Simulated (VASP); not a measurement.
Wanted: the native input for a VASP 6.6.1 run.

```yaml
Task: electric field gradients
Functional: PBE
Potentials_or_basis: VASP PAW PBE potentials, release 64 (Hf_pv, Pd, Se, Br, O)
Cutoff: 520 eV
k_mesh: 8 × 8 × 2
Occupations: fermi-dirac, width 0.05 eV
Spin: no spin polarisation
Further_INCAR_settings: ALGO = Normal; EDIFF = 1e-08
```

The structure of Hf2Pd2Se2Br2O3 lies in POSCAR:

```
Hf2Pd2Se2Br2O3
1.0
    7.6772200000     -1.7097100000      0.0000000000
    7.6772200000      1.7097100000      0.0000000000
   -3.9994100000      0.0000000000     12.5875400000
Hf Pd Se Br O
2 2 2 2 3
Direct
    0.0548600000      0.0548600000      0.9385600000
    0.3937200000      0.3937200000      0.7169100000
    0.8208000000      0.8208000000      0.4903600000
    0.6771400000      0.6771400000      0.2569300000
    0.0776800000      0.0776800000      0.1543500000
    0.2100900000      0.2100900000      0.4120000000
    0.4135500000      0.4135500000      0.9548000000
    0.7539600000      0.7539600000      0.7134900000
    0.4029900000      0.4029900000      0.5787300000
    0.6144600000      0.6144600000      0.9269800000
    0.9690600000      0.9690600000      0.7783100000
```

The cell was built by a generator and needn't be a form met in nature.

The input as run:

INCAR

```
PREC = Accurate
ENCUT = 520
EDIFF = 1E-8
ISMEAR = -1
SIGMA = 0.05
LREAL = F
LASPH = T
NELM = 60
ALGO = Normal
ISIF = 2
LWAVE = F
LCHARG = F
GGA = PE
LEFG = T
KPAR = 4
```

KPOINTS

```
regular mesh
0
Gamma
  8 8 2
```

Potentials or basis: VASP PAW PBE potentials, release 64 (Hf_pv, Pd, Se, Br, O).

Run with:

```sh
$ cat potpaw_PBE.64/Hf_pv/POTCAR potpaw_PBE.64/Pd/POTCAR potpaw_PBE.64/Se/POTCAR potpaw_PBE.64/Br/POTCAR potpaw_PBE.64/O/POTCAR > POTCAR
$ mpirun -np 4 vasp_std > vasp.out
```

It gave:

```yaml
Pressure: -0.4 GPa
Largest_force: 0.143 eV/Å
Band_gap_on_the_k_mesh: 0.83 eV, indirect (least direct gap 0.87 eV)
```

Caveat: spin-orbit coupling is left out, which moves the levels of the heavy elements.

It took 11 min on 4 MPI ranks on AMD EPYC 7R43 64-Core Processor (Zen 3), on a shared host, peak memory 1.2 GiB a rank.
